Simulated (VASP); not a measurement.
A run of VASP 6.6.1 is set up as follows.

File INCAR:

```
SYSTEM = Ga3BiO4
  ALGO = Fast
  EDIFF = 1E-5
  EDIFFG = -0.03
  ENCUT = 520
  GGA = PE
  IBRION = 2
  ISIF = 3
  ISMEAR = 0
  ISYM = 0
  KPAR = 8
  LASPH = .True.
  LCHARG = .False.
  LREAL = Auto
  LWAVE = .False.
  NELM = 80
  NSW = 110
  PREC = Normal
  SIGMA = 0.15
```

File KPOINTS:

```
k-points
0
Gamma
  7 7 7
  0 0 0
```

The input POSCAR:

```
Ga3BiO4
1.0
   -2.1747904200      2.0741920600      6.3629668000
    2.1728368600     -2.2381664800      6.4180134700
    2.1886440900      2.2520201500     -6.4186771900
Ga Bi O
3 1 4
Direct
    0.2333957500      0.7486904700      0.4844818500
    0.7310107700      0.2376793600      0.4786880300
    0.9991513000      0.9980138000      0.0014288000
    0.5023634600      0.4883144600      0.9961082500
    0.0898354800      0.0831170000      0.5001639600
    0.4289877500      0.9031511200      0.9986098100
    0.5855661900      0.5780972100      0.4978687600
    0.8935670000      0.3976881500      0.9802336800
```

Potentials or basis: VASP PAW PBE potentials, release 64 (Ga_d, Bi_d, O).

Launch:

```sh
$ cat potpaw_PBE.64/Ga_d/POTCAR potpaw_PBE.64/Bi_d/POTCAR potpaw_PBE.64/O/POTCAR > POTCAR
$ mpirun -np 8 vasp_std > vasp.out
```

Q: Estimate the space group after relaxing (to 0.05 Å).

A: Cm (No. 8).

Q: What does it give for the band gap on the k mesh?

A: None (metal or under the smearing width).

Final structure:
```xyz
8
Lattice="-2.1494 2.1437 6.3844 2.2064 -2.1904 6.4199 2.1498 2.1908 -6.4005" Properties=species:S:1:pos:R:3 pbc="T T T"
Ga    2.1706   -0.0235    3.1807
Ga   -0.0096    2.1418    3.1613
Ga    2.1671    2.1506    6.3635
Bi    2.1385    2.1727   -0.0260
O     1.0827    1.1187   -2.1507
O     3.2346    1.0844    2.1007
O     1.0474    1.0332    4.2502
O     1.1234    3.1857    2.0870
```

Caveat: spin-orbit coupling is left out, which moves the levels of the heavy elements.
